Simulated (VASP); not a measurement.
Si, 1 atom in the cell. Symmetry: P6/mmm, No. 191, hexagonal system. The conventional cell has a = 2.621 Å, b = 2.621 Å, c = 2.466 Å, α = 90.00°, β = 90.00°, γ = 120.00°. Si (site symmetry 6/mmm) has 8 Si at 2.47 to 2.62 Å as nearest neighbours. This isn't the form of Si at room conditions, which is diamond.

| Quantity | Value |
| --- | --- |
| Program | VASP 6.6.1 |
| Task | single point |
| Functional | LDA |
| Potentials or basis | VASP PAW LDA potentials, release 64 (Si) |
| Cutoff | 520 eV |
| k mesh | 9 × 9 × 8 |
| Occupations | gaussian, width 0.1 eV |
| Spin | no spin polarisation |
| Dipole correction | no |
| Further INCAR settings | ALGO = Normal; EDIFF = 1e-07; NBANDS = 8 |

Potentials or basis: VASP PAW LDA potentials, release 64 (Si).

Command:

```console
$ cat potpaw_LDA.64/Si/POTCAR > POTCAR
$ mpirun -np 1 vasp_std > vasp.out
```

Hardware: 1 thread of AMD EPYC 9R45 (Zen 5), on a shared host.

Question: How long does it take, and how much memory?

Answer: Wall time 3.3 s on 1 thread of AMD EPYC 9R45 (Zen 5) (shared host), peak memory 0.08 GiB. Counts: scf iterations 11, k points 60.
